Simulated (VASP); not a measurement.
# GW-BSE spectrum of GaP, part 2 of 3

Wanted: the lowest vertical excitons of GaP and its absorption. The cell is of the zinc-blende type, one of the forms listed for this formula. The start is a cell from a database of measured crystal structures.

VASP 6.6.1, plane waves and PAW; the level of theory is named at each step.

So far, gap on the k-mesh (eV): step 3 (empty bands) 1.65.

## Step 4: G0W0

This step: G0W0 on PBE; plane waves and PAW (Ga_d_GW, P_GW) (VASP 6.6.1).

G0W0 keeps orbitals and screening fixed and shifts each of the lowest NBANDSGW levels once. LWAVE keeps the quasiparticle levels in WAVECAR, and the W files hold the screened interaction for the next step.

The input, INCAR:

```
SYSTEM = GaP
PREC = Accurate
ENCUT = 430
ISMEAR = 0
SIGMA = 0.01
LREAL = .FALSE.
GGA = PE
NBANDS = 96
ALGO = EVGW0
NELMGW = 1
ENCUTGW = 100
NOMEGA = 48
PRECFOCK = Fast
NBANDSGW = 24
LWAVE = .TRUE.
LCHARG = .FALSE.
```

The input, POSCAR:

```
GaP
1.0
    0.0000000000      2.7252500000      2.7252500000
    2.7252500000      0.0000000000      2.7252500000
    2.7252500000      2.7252500000      0.0000000000
Ga P
1 1
Direct
    0.0000000000      0.0000000000      0.0000000000
    0.2500000000      0.2500000000      0.2500000000
```

The input, KPOINTS:

```
Automatic mesh
0
Gamma
6 6 6
0 0 0
```

PAW data sets: Ga_d_GW and P_GW (PBE family, release 64).

Started as:

```
> mpirun -np 8 vasp_std
```

The program printed:

```text
[banner, memory and clock lines left out]
running    8 mpi-ranks, on    1 nodes
 distrk:  each k-point on    8 cores,    1 groups
 distr:  one band on    1 cores,    8 groups

 POSCAR found type information on POSCAR GaP
 POSCAR found :  2 types and       2 ions
 [... a notice as in an earlier step ...]

|                                                                             |
|           W    W    AA    RRRRR   N    N  II  N    N   GGGG   !!!           |
|           W    W   A  A   R    R  NN   N  II  NN   N  G    G  !!!           |
|           W    W  A    A  R    R  N N  N  II  N N  N  G       !!!           |
|           W WW W  AAAAAA  RRRRR   N  N N  II  N  N N  G  GGG   !            |
|           WW  WW  A    A  R   R   N   NN  II  N   NN  G    G                |
|           W    W  A    A  R    R  N    N  II  N    N   GGGG   !!!           |
|                                                                             |
|     The default for ENCUTGWSOFT is different in this version of VASP.       |
|     please manually set ENCUTGWSOFT =100 in the INCAR file.                 |
|                                                                             |

 LDA part: xc-table for (Slater+PW92), standard interpolation
 found WAVECAR, reading the header
 POSCAR, INCAR and KPOINTS ok, starting setup
 FFT: planning ... GRIDC
 FFT: planning ... GRID_SOFT
 FFT: planning ... GRID
 reading WAVECAR
 the WAVECAR file was read successfully
 initial charge from wavefunction
 available memory per node:     86.03 GB, setting MAXMEM to     88095

 The Fermi energy was updated, please check that it is located mid-gap
 values below the HOMO (VB) or above the LUMO (CB) will cause erroneous energies
 E-fermi :   5.1885

 calculate exact exchange contribution
 the WAVEDER file was read successfully
energies w=
    0.000    0.000    0.590    0.000    1.177    0.000    1.760    0.000
    2.336    0.000    2.904    0.000    3.462    0.000    4.010    0.000
    4.549    0.000    5.077    0.000    5.596    0.000    6.107    0.000
    6.610    0.000    7.107    0.000    7.600    0.000    8.090    0.000
    8.579    0.000    9.069    0.000    9.562    0.000   10.061    0.000
   10.568    0.000   11.085    0.000   11.616    0.000   12.165    0.000
   12.734    0.000   13.329    0.000   13.954    0.000   14.615    0.000
   15.319    0.000   16.076    0.000   16.894    0.000   17.786    0.000
   18.767    0.000   19.857    0.000   21.081    0.000   22.470    0.000
   24.065    0.000   25.925    0.000   28.127    0.000   30.782    0.000
   34.050    0.000   38.179    0.000   43.560    0.000   50.865    0.000
   61.333    0.000   77.550    0.000  105.944    0.000  168.162    0.000
 responsefunction array rank=      96
 LDA part: xc-table for (Slater+PW92), standard interpolation

 min. memory requirement per mpi rank    181.0 MB, per node   1447.8 MB

 allocating   6 responsefunctions rank=    96
 shmem allocating  48 responsefunctions rank=    96
 response function shared by NCSHMEM nodes    1
 Doing            6  frequencies on each core in blocks of           48
NQ=   1    0.0000    0.0000    0.0000,
|.........|.........|.........|.........|.........|.........|.........|.........
 performed        411000 updates of chi_q(r,r)
 total number of BLAS operations         26.11 Gflops
NQ=   2    0.1667    0.0000    0.0000,
|.........|.........|.........|.........|.........|.........|.........|.........
 performed       1136000 updates of chi_q(r,r)
 total number of BLAS operations         78.48 Gflops
NQ=   3    0.3333    0.0000    0.0000,
|.........|.........|.........|.........|.........|.........|.........|.........
 performed       1861000 updates of chi_q(r,r)
 total number of BLAS operations        127.59 Gflops
NQ=   4    0.5000    0.0000    0.0000,
|.........|.........|.........|.........|.........|.........|.........|.........
 performed       2475000 updates of chi_q(r,r)
 total number of BLAS operations        167.42 Gflops
NQ=   5    0.1667    0.1667    0.0000,
|.........|.........|.........|.........|.........|.........|.........|.........
 performed       3200000 updates of chi_q(r,r)
 total number of BLAS operations        209.35 Gflops
NQ=   6    0.3333    0.1667    0.0000,
|.........|.........|.........|.........|.........|.........|.........|.........
 performed       4321000 updates of chi_q(r,r)
 total number of BLAS operations        280.42 Gflops
NQ=   7    0.5000    0.1667    0.0000,
|.........|.........|.........|.........|.........|.........|.........|.........
 performed       5442000 updates of chi_q(r,r)
 total number of BLAS operations        358.03 Gflops
NQ=   8   -0.3333    0.1667    0.0000,
|.........|.........|.........|.........|.........|.........|.........|.........
 performed       6563000 updates of chi_q(r,r)
 total number of BLAS operations        430.71 Gflops
NQ=   9   -0.1667    0.1667    0.0000,
|.........|.........|.........|.........|.........|.........|.........|.........
 performed       7537000 updates of chi_q(r,r)
 total number of BLAS operations        495.25 Gflops
NQ=  10    0.3333    0.3333    0.0000,
|.........|.........|.........|.........|.........|.........|.........|.........
 performed       8262000 updates of chi_q(r,r)
 total number of BLAS operations        540.18 Gflops
NQ=  11    0.5000    0.3333    0.0000,
|.........|.........|.........|.........|.........|.........|.........|.........
 performed       9383000 updates of chi_q(r,r)
 total number of BLAS operations        621.16 Gflops
NQ=  12   -0.3333    0.3333    0.0000,
|.........|.........|.........|.........|.........|.........|.........|.........
 performed      10357000 updates of chi_q(r,r)
 total number of BLAS operations        685.70 Gflops
NQ=  13    0.5000    0.5000    0.0000,
|.........|.........|.........|.........|.........|.........|.........|.........
 performed      10907000 updates of chi_q(r,r)
 total number of BLAS operations        722.95 Gflops
NQ=  14    0.5000    0.3333    0.1667,
|.........|.........|.........|.........|.........|.........|.........|.........
 performed      12166000 updates of chi_q(r,r)
 total number of BLAS operations        806.42 Gflops
NQ=  15   -0.3333    0.3333    0.1667,
|.........|.........|.........|.........|.........|.........|.........|.........
 performed      13352000 updates of chi_q(r,r)
 total number of BLAS operations        890.26 Gflops
NQ=  16   -0.3333    0.5000    0.1667,
|.........|.........|.........|.........|.........|.........|.........|.........
 performed      14330000 updates of chi_q(r,r)
 total number of BLAS operations        956.54 Gflops
 resolving degeneracies of screened two electron integrals

 calculate QP shifts <psi_nk| G(iteration)W_0 |psi_nk>: iteration 1
 writing wavefunctions
 entering main loop
```

It took 3.2 min on 8 MPI ranks of AMD EPYC 7R43, shared host; peak memory 1.7 GiB; 25 min of CPU time.

OUTCAR, selected parts (step 4):

```text
The static configuration has the point symmetry T_d .

 Found     16 irreducible k-points:

   k-points           NKPTS =     16   k-points in BZ     NKDIM =    216   number of bands    NBANDS=     96

   NELECT =      18.0000    total number of electrons

 E-fermi :   5.1885

 QP shifts <psi_nk| G(iteration)W_0 |psi_nk>: iteration 1
 for sc-GW calculations column KS-energies equals QP-energies in previous step
 and V_xc(KS)=  KS-energies - (<T + V_ion + V_H > + <T+V_H+V_ion>^1  + <V_x>^1)
 k-point   1 :       0.0000    0.0000    0.0000
  band No.  KS-energies  QP-energies   sigma(KS)   V_xc(KS)     V^pw_x(r,r')   Z            occupation Imag(sigma)
    ...
      6      -8.1293      -8.5134     -11.9662     -11.3657     -18.6847       0.6396       2.0000       1.0455
      7       4.3650       3.9348     -13.1747     -12.6105     -14.3547       0.7626       2.0000       0.0527
      8       4.3650       3.9348     -13.1747     -12.6105     -14.3547       0.7626       2.0000       0.0527
      9       4.3650       3.9348     -13.1747     -12.6105     -14.3547       0.7626       2.0000       0.0527
     10       6.1861       6.6764     -10.9919     -11.6286      -7.1651       0.7701       0.0000      -0.0662
     11       8.2449       8.5418     -10.1013     -10.4894      -5.9230       0.7649       0.0000      -0.0851
     12       8.2449       8.5418     -10.1013     -10.4894      -5.9230       0.7649       0.0000      -0.0851
     13       8.2449       8.5418     -10.1013     -10.4894      -5.9230       0.7649       0.0000      -0.0851
    ...

 k-point   2 :       0.1667    0.0000    0.0000
  band No.  KS-energies  QP-energies   sigma(KS)   V_xc(KS)     V^pw_x(r,r')   Z            occupation Imag(sigma)
    ...
      6      -7.7733      -8.1921     -12.1984     -11.5539     -18.8044       0.6498       2.0000       1.0083
      7       1.9759       1.5209     -12.5163     -11.9046     -14.3439       0.7440       2.0000       0.0795
      8       3.9940       3.5463     -12.9596     -12.3719     -14.2198       0.7618       2.0000       0.0549
      9       3.9940       3.5463     -12.9596     -12.3719     -14.2198       0.7618       2.0000       0.0549
     10       6.7746       7.1829     -10.6046     -11.1354      -6.7128       0.7694       0.0000      -0.0711
     11       8.7936       9.1044     -10.2605     -10.6697      -5.9183       0.7594       0.0000      -0.0948
     12       8.7936       9.1044     -10.2605     -10.6697      -5.9183       0.7594       0.0000      -0.0948
     13       9.3895       9.6984     -10.5987     -11.0088      -6.1464       0.7532       0.0000      -0.1066
    ...

 k-point   3 :       0.3333    0.0000    0.0000
  band No.  KS-energies  QP-energies   sigma(KS)   V_xc(KS)     V^pw_x(r,r')   Z            occupation Imag(sigma)
    ...
      6      -6.8267      -7.2902     -12.6777     -11.9842     -18.9774       0.6683       2.0000       0.9050
      7      -0.8448      -1.3645     -12.0098     -11.2800     -15.1885       0.7120       2.0000       0.2066
      8       3.4580       2.9794     -12.7760     -12.1442     -14.2290       0.7575       2.0000       0.0603
      9       3.4580       2.9794     -12.7760     -12.1442     -14.2290       0.7575       2.0000       0.0603
     10       6.2599       6.6151     -10.3976     -10.8563      -6.6479       0.7742       0.0000      -0.0683
     11       9.1700       9.4521     -10.0631     -10.4352      -5.5964       0.7582       0.0000      -0.1041
     12       9.1700       9.4521     -10.0631     -10.4352      -5.5964       0.7582       0.0000      -0.1041
     13      11.9614      12.1858     -10.1159     -10.4200      -4.7456       0.7377       0.0000      -0.2279
    ...

[... 7 parts as in an earlier step ...]

[... 5 further parts left out ...]
```

Numbers from this step:

- quasiparticle gap on the mesh: 2.085 eV
- smallest direct quasiparticle gap on the mesh: 2.742 eV
- gap of the starting orbitals on the mesh: 1.647 eV

GW takes the gap from 1.647 to 2.085 eV. The mesh misses a band edge: at the starting level the path gave a gap 0.06 eV smaller. Spin-orbit coupling is left out. The value holds for 96 bands, ENCUTGW = 100 eV and this mesh, and isn't shown to be converged in them.

## Step 5: BSE, Tamm-Dancoff

This step: BSE on G0W0 on PBE; plane waves and PAW (Ga_d_GW, P_GW) (VASP 6.6.1).

The Bethe-Salpeter equation adds the screened attraction of electron and hole to the quasiparticle pairs; ANTIRES = 0 leaves out the coupling to antiresonant pairs.

The input, INCAR:

```
SYSTEM = GaP
PREC = Accurate
ENCUT = 430
ISMEAR = 0
SIGMA = 0.01
LREAL = .FALSE.
GGA = PE
NBANDS = 96
ALGO = BSE
NBANDSO = 4
NBANDSV = 4
OMEGAMAX = 25
NEDOS = 1000
CSHIFT = 0.1
PRECFOCK = Fast
LWAVE = .FALSE.
LCHARG = .FALSE.
ENCUTGW = 100
ANTIRES = 0
```

POSCAR is that of step 4.

KPOINTS is that of step 4.

Started as:

```
> mpirun -np 8 vasp_std
```

The program printed:

```text
[banner, memory and clock lines left out]
running    8 mpi-ranks, on    1 nodes
 distrk:  each k-point on    8 cores,    1 groups
 distr:  one band on    1 cores,    8 groups

 POSCAR found type information on POSCAR GaP
 POSCAR found :  2 types and       2 ions
|                                                                             |
|           W    W    AA    RRRRR   N    N  II  N    N   GGGG   !!!           |
|           W    W   A  A   R    R  NN   N  II  NN   N  G    G  !!!           |
|           W    W  A    A  R    R  N N  N  II  N N  N  G       !!!           |
|           W WW W  AAAAAA  RRRRR   N  N N  II  N  N N  G  GGG   !            |
|           WW  WW  A    A  R   R   N   NN  II  N   NN  G    G                |
|           W    W  A    A  R    R  N    N  II  N    N   GGGG   !!!           |
|                                                                             |
|     For optimal performance we recommend to set                             |
|       NCORE = 2 up to number-of-cores-per-socket                            |
|     NCORE specifies how many cores store one orbital (NPAR=cpu/NCORE).      |
|     This setting can greatly improve the performance of VASP for DFT.       |
|     The default, NCORE=1 might be grossly inefficient on modern             |
|     multi-core architectures or massively parallel machines. Do your        |
|     Unfortunately you need to use the default for GW and RPA                |
|     calculations (for HF NCORE is supported but not extensively tested      |
|     yet).                                                                   |
|                                                                             |

|                                                                             |
|           W    W    AA    RRRRR   N    N  II  N    N   GGGG   !!!           |
|           W    W   A  A   R    R  NN   N  II  NN   N  G    G  !!!           |
|           W    W  A    A  R    R  N N  N  II  N N  N  G       !!!           |
|           W WW W  AAAAAA  RRRRR   N  N N  II  N  N N  G  GGG   !            |
|           WW  WW  A    A  R   R   N   NN  II  N   NN  G    G                |
|           W    W  A    A  R    R  N    N  II  N    N   GGGG   !!!           |
|                                                                             |
|     The default for ENCUTGWSOFT is different in this version of VASP.       |
|     please manually set ENCUTGWSOFT =100 in the INCAR file.                 |
|                                                                             |

 LDA part: xc-table for (Slater+PW92), standard interpolation
 found WAVECAR, reading the header
 POSCAR, INCAR and KPOINTS ok, starting setup
 FFT: planning ... GRIDC
 FFT: planning ... GRID_SOFT
 FFT: planning ... GRID
 reading WAVECAR
 the WAVECAR file was read successfully
 initial charge from wavefunction
 available memory per node:     87.77 GB, setting MAXMEM to     89875

 The Fermi energy was updated, please check that it is located mid-gap
 values below the HOMO (VB) or above the LUMO (CB) will cause erroneous energies
 E-fermi :   4.9775

 the WAVEDER file was read successfully
 responsefunction array rank=      96

 min. memory requirement per mpi rank    139.8 MB, per node   1118.5 MB

 Doing            0  frequencies on each core in blocks of            0
 Found all WFULLXXXX.tmp files
 reading now WFULL0001.tmp
 reading now WFULL0002.tmp
 reading now WFULL0003.tmp
 reading now WFULL0004.tmp
 reading now WFULL0005.tmp
 reading now WFULL0006.tmp
 reading now WFULL0007.tmp
 reading now WFULL0008.tmp
 reading now WFULL0009.tmp
 reading now WFULL0010.tmp
 reading now WFULL0011.tmp
 reading now WFULL0012.tmp
 reading now WFULL0013.tmp
 reading now WFULL0014.tmp
 reading now WFULL0015.tmp
 reading now WFULL0016.tmp
 parallelization over k-points
 Using distributed matrix
 Using distributed eigensolver
 allocating two-electron 4 orbital integral table    4    4    4    4
 BSE setting up matrix
 available memory per node:     87.58 GB, setting MAXMEM to     89686
 Calculate matrix elements of the BSE Hamiltonian:
 Workload is divided into blocks of two-electron 4 orbital integrals computed in
  parallel.
 Each block/integral has dimensions  of (   4,   4,   4,   4) orbitals
 Total number of blocks/integrals:                23436
 Number of spins:                                     1
 Number of kpoints:                                 216
 Spin channel:                                        1
  Number of blocks of unoccupied bands:               1
  Number of blocks of occupied bands:                 1
 Number of rows/columns of blocks:                  216

                                                        Time (sec)
               Integrals                 Ranks       Real         CPU
  [         1 -       1728/     23436]     8         2.56        0.00
  [      1729 -       3456/     23436]     8         4.97        0.00
  [      3457 -       5184/     23436]     8         7.36        0.00
  [      5185 -       6912/     23436]     8         9.60        0.00
  [      6913 -       8640/     23436]     8        11.82        0.00
  [      8641 -      10368/     23436]     8        14.07        0.00
  [     10369 -      12096/     23436]     8        16.20        0.00
  [     12097 -      13824/     23436]     8        18.69        0.00
  [     13825 -      15552/     23436]     8        21.13        0.00
  [     15553 -      17280/     23436]     8        23.83        0.00
  [     17281 -      19008/     23436]     8        27.08        0.00
  [     19009 -      20736/     23436]     8        30.79        0.00
  [     20737 -      22464/     23436]     8        34.39        0.00
  [     22465 -      23328/     23436]     8        36.17        0.00
  [     23329 -      23436/     23436]     8        36.43        0.00

 BSE redistributing all elements
 BSE diagonalizing matrix PDSYEVX_ZHEEVX_DESC
 BSE calculating oscillator strength
```

It took 49 s on 8 MPI ranks; peak memory 2.4 GiB; 6.3 min of CPU time.

From OUTCAR (step 5):

```text
   NELECT =      18.0000    total number of electrons

 E-fermi :   4.9775

[... 8 parts as in an earlier step ...]

[... 2 further parts left out ...]
```

Numbers from this step:

```
lowest excitation : 2.576 eV
```

The imaginary dielectric function, xx has structure finer than the step of the table below, so its rows give means over 1 eV, whole bins alone (the curve runs from 0 to 25 eV). Peaks (eV: height): 3.4: 68.4, 4.4: 43.4, 4.8: 50.4.

From 4 filled and 4 empty bands alone, without any pair above OMEGAMAX = 25 eV, so strength is missing wherever others contribute; lines are broadened by CSHIFT, which also makes the tail under the first line. Table of imaginary dielectric function, xx by photon energy; means over each step:

photon energy (eV), imaginary dielectric function, xx and a bar:
```
        1        0.2 
        2        1.5 ##
        3       18.6 ##########################
        4       15.4 #####################
        5       21.5 ##############################
        6        5.0 #######
        7        5.4 #######
        8        4.2 ######
        9        1.9 ###
       10        0.7 #
       11        1.0 #
       12        0.6 #
       13        0.3 
       14        0.4 #
       15        0.3 
       16        0.2 
       17        0.2 
       18        0.1 
       19        0.0 
       20        0.0 
       21        0.0 
       22        0.0
```

Some of the lowest 40 states alone, with states under 2.5 meV apart joined, scaled to the strongest line shown. Lines of the exciton spectrum (strongest = 100):

| position (eV) | lines merged | oscillator strength |
| --- | --- | --- |
| 2.576 | 3 | 17 |
| 3.376 | 3 | 100 |
| 3.407 | 3 | 0.0 |
| 3.419 | 2 | 0.0 |
| 3.461 | 8 | 0.0 |
| 3.468 | 3 | 0.6 |

The lowest excitation lies at 2.576 eV, -166 meV against the direct gap of these orbitals, a distance that this coarse mesh makes far too large. Peak heights aren't converged with the mesh, least of all at the onset.

(Continued in part 3 of 3.)

[Lines on the potential files, build, host, timing and source positions are cut from VASP's logs without a mark.]

[Logs are printed without paths, hosts, clocks, repeated set-up lines and the standing remarks that a program may print on its own settings, such as how far it seeks lower states.]

[Hosts, paths, dates, database ids (printed as entryN), source tags and the programs' standing remarks are cut or masked in the printed files.]

[Pressures printed for these runs are not shown converged in the cutoff: they can be off by several GPa and have the wrong sign.]
